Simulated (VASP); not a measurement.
# Be3Se2S (Imm2) in VASP: single point with PBE

Aim: the single point of Be3Se2S with PBE.

Program: VASP 6.6.1. These are calculated values, not measurements. Logs are shortened: lines on timing, memory, paths and dates and some standing lists are left out, and cuts for length are marked.

**1. The structure**

The structure is orthorhombic, space group Imm2 (No. 44). Conventional cell: a = 3.593 Å, b = 10.776 Å, c = 5.077 Å, α = 90.00°, β = 90.00°, γ = 90.00°. Around Be (site symmetry m) lie 1 S at 2.11 Å and 3 Se at 2.23 to 2.24 Å. Around Be (site symmetry m) lie 1 S at 2.11 Å and 3 Se at 2.23 to 2.24 Å. Around Be (site symmetry mm2) lie 2 S at 2.15 Å and 2 Se at 2.24 Å. Around Se (site symmetry m) lie 4 Be at 2.23 to 2.24 Å. Se (site symmetry m) is surrounded by 4 Be at 2.23 to 2.24 Å. Around S (site symmetry mm2) lie 4 Be at 2.11 to 2.15 Å.

The cell was built by a generator and needn't be a form met in nature.

**2. Single point, PBE**

File INCAR:

```
ALGO = Fast
EDIFF = 1E-5
ENCUT = 520
GGA = PE
ISIF = 2
ISMEAR = 0
LASPH = True
LCHARG = False
LREAL = Auto
LWAVE = False
NBANDS = 36
NELM = 80
PREC = Normal
SIGMA = 0.05
```

File KPOINTS:

```
k-points
0
Gamma
  6 6 6
```

File POSCAR:

```
Be3Se2S
1.0
   -3.5926600000     10.7757000000      5.0771400000
    1.7963300000     -5.3878500000      2.5385700000
    1.7963300000      5.3878500000     -2.5385700000
Be Se S
6 4 2
Direct
    0.2004435000      0.2410370000      0.1598490000
    0.7004435000      0.2410370000      0.1598490000
    0.0405940000      0.2410370000      0.8401510000
    0.5405940000      0.2410370000      0.8401510000
    0.3837585000      0.2675170000      0.5000000000
    0.8837585000      0.2675170000      0.5000000000
    0.1673960000      0.0002520000      0.3345400000
    0.6673960000      0.0002520000      0.3345400000
    0.3328560000      0.0002520000      0.6654600000
    0.8328560000      0.0002520000      0.6654600000
    0.4999535000      0.9999070000      0.0000000000
    0.9999535000      0.9999070000      0.0000000000
```

Potentials or basis: VASP PAW PBE potentials, release 64 (Be, Se, S).

Command:

```console
> cat potpaw_PBE.64/Be/POTCAR potpaw_PBE.64/Se/POTCAR potpaw_PBE.64/S/POTCAR > POTCAR
> mpirun -np 1 vasp_std > vasp.out
```

OUTCAR:

```text
EDIFF = 1E-5
   ENCUT = 520
   GGA = PE
   ISIF = 2
   ISMEAR = 0
   LASPH = True
   LREAL = Auto
   NELM = 80
   PREC = Normal

 ion  position               nearest neighbor table
   1  0.200  0.241  0.160-  12 2.11   9 2.23   9 2.23   7 2.24
   2  0.700  0.241  0.160-  11 2.11  10 2.23  10 2.23   8 2.24
   3  0.041  0.241  0.840-  12 2.11   7 2.23   7 2.23  10 2.24
   4  0.541  0.241  0.840-  11 2.11   8 2.23   8 2.23   9 2.24
   5  0.384  0.268  0.500-  11 2.15  11 2.15   9 2.24   7 2.24
   6  0.884  0.268  0.500-  12 2.15  12 2.15  10 2.24   8 2.24
   7  0.167  0.000  0.335-   3 2.23   3 2.23   5 2.24   1 2.24
   8  0.667  0.000  0.335-   4 2.23   4 2.23   6 2.24   2 2.24
   9  0.333  0.000  0.665-   1 2.23   1 2.23   5 2.24   4 2.24
  10  0.833  0.000  0.665-   2 2.23   2 2.23   6 2.24   3 2.24
  11  0.500  1.000  0.000-   4 2.11   2 2.11   5 2.15   5 2.15
  12  1.000  1.000  0.000-   3 2.11   1 2.11   6 2.15   6 2.15

  LATTYP: Found a base centered monoclinic cell.
 ALAT       =    11.9118873849
 B/A-ratio  =     0.3016029185
 C/A-ratio  =     0.8524492947
 COS(beta)  =    -0.4262246474

  Lattice vectors:

 A1 = (   1.7963300000,  -5.3878500000,   2.5385700000)
 A2 = (  -1.7963300000,  -5.3878500000,   2.5385700000)
 A3 = (   0.0000000000,   0.0000000000, -10.1542800000)

Analysis of symmetry for initial positions (statically):
=====================================================================
 Subroutine PRICEL returns following result:

  LATTYP: Found a body centered orthorhombic cell.
 ALAT       =     3.5926600000
 B/A-ratio  =     1.4131980204
 C/A-ratio  =     2.9993653727

  Lattice vectors:

 A1 = (   1.7963300000,  -5.3878500000,  -2.5385700000)
 A2 = (  -1.7963300000,  -5.3878500000,   2.5385700000)
 A3 = (  -1.7963300000,   5.3878500000,  -2.5385700000)

   2 primitive cells build up your supercell.

 Routine SETGRP: Setting up the symmetry group for a
 base centered monoclinic supercell.

 Subroutine GETGRP returns: Found  2 space group operations
 (whereof  2 operations were pure point group operations)
 out of a pool of  4 trial point group operations.

The static configuration has the point symmetry C_1h.

Analysis of symmetry for dynamics (positions and initial velocities):
=====================================================================
 Subroutine PRICEL returns following result:
[... 139 lines left out ...]
   PSTRESS=    0.0 pullay stress
   NELECT =      48.0000    total number of electrons
   NUPDOWN=      -1.0000    fix difference up-down
   EMIN   =  10.00;   EMAX   =-10.00  energy-range for DOS
   EFERMI =   0.00;   METHOD = LEGACY
   ISMEAR =     0;   SIGMA  =   0.05  broadening in eV -4-tet -1-fermi 0-gaus
   EFERMI_NEDOS =   21; number of points for ismear=-14 and -15
   IALGO  =     68    algorithm
   IMIX   =      4    mixing-type and parameters
     AMIX     =   0.40;   BMIX     =  1.00
     AMIX_MAG =   1.60;   BMIX_MAG =  1.00
  volume/ion in A,a.u.               =      16.38       110.53
  Fermi-wavevector in a.u.,A,eV,Ry     =   1.023281  1.933721 14.246720  1.047104
  Thomas-Fermi vector in A             =   2.157006
   LORBIT       =      0    0 simple, 1 ext, 2 COOP (PROOUT), +10 PAW based schemes
   GGA     = PE    functional components
   LHFCALC =     F    Hartree Fock is set to
   AEXX    =    0.0000 exact exchange contribution
   IVDW    =     0    specifies the selected vdW correction
   LEPSILON=     F    determine dielectric tensor
   LRPA    =     F    only Hartree local field effects (RPA)
 non-spin polarized calculation
 RMM-DIIS sequential band-by-band and
 Gauss-broadening in eV      SIGMA  =   0.05
  energy-cutoff  :      520.00
  volume of cell :      196.55
 maximum number of plane-waves:      5320
   NGX = 47   NGY = 23   NGZ = 23

 number of electron      48.0000011 magnetization

 Free energy of the ion-electron system (eV)
  ---------------------------------------------------
  ext. energy  EPLUGINS =         0.00000000
  ---------------------------------------------------
  free energy    TOTEN  =       -55.34399963 eV

  energy without entropy =      -55.34399963  energy(sigma->0) =      -55.34399963

 E-fermi :   3.7816     XC(G=0):  -9.4533

 val. band max:        3.5416320125   @ k =   0.0000   0.0000   0.0000
 cond. band min:       6.2163739139   @ k =   0.0000   0.5000   0.0000
 fundamental gap:      2.6747419013
 Fermi energy:         3.7815686055

 k-point     1 :       0.0000    0.0000    0.0000
  band No.  band energies     occupation
      1     -10.2198      2.00000
      2      -9.3578      2.00000
      3      -9.2701      2.00000
      4      -8.8242      2.00000
      5      -8.5624      2.00000
      6      -8.3796      2.00000
[... 925 lines left out ...]
     35       9.9089      0.00000
     36      10.0477      0.00000

 [... further k-points ...]

------------------------ aborting loop because EDIFF is reached ----------------------------------------

  FORCE on cell =-STRESS in cart. coord.  units (eV):
  Direction    XX          YY          ZZ          XY          YZ          ZX
  --------------------------------------------------------------------------------------
  -------------------------------------------------------------------------------------
  Total        0.0674020      0.0275689      0.0227584      0.0000000      0.0144131      0.0000000
  in kB        0.5494179      0.2247240      0.1855120      0.0000000      0.1174863      0.0000000
  external PRESSURE =       0.3198846 kB  Pullay stress =       0.0000000 kB

 VOLUME and BASIS-vectors are now :
 -----------------------------------------------------------------------------
  energy-cutoff  :      520.00
  volume of cell :      196.55
      direct lattice vectors                 reciprocal lattice vectors
    -3.592660000 10.775700000  5.077140000     0.000000000  0.046400698  0.098480641
     1.796330000 -5.387850000  2.538570000     0.278345293  0.000000000  0.196961281
     1.796330000  5.387850000 -2.538570000     0.278345293  0.092801396  0.000000000

 POSITION                                       TOTAL-FORCE (eV/Angst)
 -----------------------------------------------------------------------------------
     -0.00000      1.72249      1.22378        -0.000000     -0.000790      0.003864
     -1.79633      7.11034      3.76235        -0.000000     -0.000790      0.003864
      1.79633      3.66537     -1.31479        -0.000000      0.003477      0.001224
      0.00000      9.05322      1.22378         0.000000      0.003477      0.001224
     -0.00000      5.38785      1.35822         0.000000      0.000567     -0.000105
     -1.79633     10.77570      3.89679        -0.000000      0.000567     -0.000105
      0.00000      3.60490      0.00128         0.000000      0.005264      0.009449
     -1.79633      8.99275      2.53985         0.000000      0.005264      0.009449
      0.00000      7.17080      0.00128         0.000000     -0.008477     -0.010836
     -1.79633     12.55865      2.53985         0.000000     -0.008477     -0.010836
      0.00000     -0.00000      5.07667        -0.000000     -0.000041     -0.003596
     -1.79633      5.38785      7.61524        -0.000000     -0.000041     -0.003596
 -----------------------------------------------------------------------------------
    total drift:                               -0.000004      0.002214      0.014880

  FREE ENERGIE OF THE ION-ELECTRON SYSTEM (eV)
  ---------------------------------------------------
  free  energy   TOTEN  =       -55.3439996342 eV

  energy  without entropy=      -55.3439996342  energy(sigma->0) =      -55.34399963
```

stdout:

```text
POSCAR found type information on POSCAR BeSeS
 POSCAR found :  3 types and      12 ions
 scaLAPACK will be used
 LDA part: xc-table for (Slater+PW92), standard interpolation
 POSCAR, INCAR and KPOINTS ok, starting setup
 FFT: planning ... GRIDC
 FFT: planning ... GRID_SOFT
 FFT: planning ... GRID
 WAVECAR not read
 entering main loop
```

Wall time 7.7 min (1 thread of Intel Xeon Platinum 8259CL at 2.50GHz (Skylake/Cascade Lake), shared host); peak memory 0.47 GiB.

Results:

```
Free energy            : -55.3440 eV
Pressure               : 0.0 GPa
Largest force          : 0.014 eV/Å
Band gap on the k mesh : 2.67 eV
```

Forces in eV/Å, atoms in the order of the input:
```
Be   0.000 -0.001  0.004
Be   0.000 -0.001  0.004
Be   0.000  0.003  0.001
Be   0.000  0.003  0.001
Be   0.000  0.001  0.000
Be   0.000  0.001  0.000
Se   0.000  0.005  0.009
Se   0.000  0.005  0.009
Se   0.000 -0.008 -0.011
Se   0.000 -0.008 -0.011
S    0.000  0.000 -0.004
S    0.000  0.000 -0.004
```

A k mesh can miss the band edges. PBE gaps usually lie below the measured ones, often by a third to a half.
